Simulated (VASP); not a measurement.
A VASP calculation is set up with these files.

### KPOINTS
```
Automatic
0
gamma
9 9 9
```

POSCAR:
```
AlP
1.0
  0.0000000000   2.6358209476   2.6358209476
  2.6358209476   0.0000000000   2.6358209476
  2.6358209476   2.6358209476   0.0000000000
Al P
1 1
Cart
  0.0000000000   0.0000000000   0.0000000000
  1.3179104738   1.3179104738   1.3179104738
```

INCAR:
```
! general
SYSTEM  = AlP
PREC    = Accurate
ENCUT   = 500
LREAL   = .FALSE.
LASPH   = .TRUE.

! electronic loop
EDIFF   = 1E-6
NELM    = 100
ALGO    = Normal

! smearing
ISMEAR  = 0
SIGMA   = 0.05

! ions
IBRION  = 2
NSW     = 40
ISIF    = 3
EDIFFG  = -0.02
PSTRESS = 200

! output
LWAVE   = .FALSE.
LCHARG  = .FALSE.
```

POTCAR, in this order: Al P (LDA.64 set). Program: vasp_std.

**Question.** Translate this LDA calculation to Ansatz.

**Answer.** One equivalent input (not run):
Ansatz 0.2 input:
```yaml
crystal:
  lattice:
    - [0.0000000, 2.6358209, 2.6358209]
    - [2.6358209, 0.0000000, 2.6358209]
    - [2.6358209, 2.6358209, 0.0000000]
  atoms:
    - { symbol: Al, position: [0.0000000, 0.0000000, 0.0000000] }
    - { symbol: P, position: [0.2500000, 0.2500000, 0.2500000] }
kpoints:
  mp_grid: { grid: [9, 9, 9] }
hamiltonian:
  xc: lda
  pseudopotentials: { kind: paw }
scf:
  occupations: { method: gaussian, width: 0.05 }
  max_iter: 100
relax:
  max_steps: 40
  f_tol: 0.02
  cell: { p_target: 20 }
output: { forces: true, stress: true, eigenvalues: true }
```
What does not carry over: each code has its own PAW files, so the cut-off isn't converted (ENCUT is set for VASP's; basis.ecutwfc is left out, and Ansatz then takes the one that its files recommend); Ansatz stops its SCF on the density residual and VASP on the energy change (EDIFF); Ansatz's lda is the Perdew-Wang form, while the LDA potentials of VASP carry Perdew-Zunger's.

The compound is AlP in the zinc blende structure. This run relaxes it under an external pressure of 20 GPa. Symmetry was kept, so distortions that lower it aren't found.
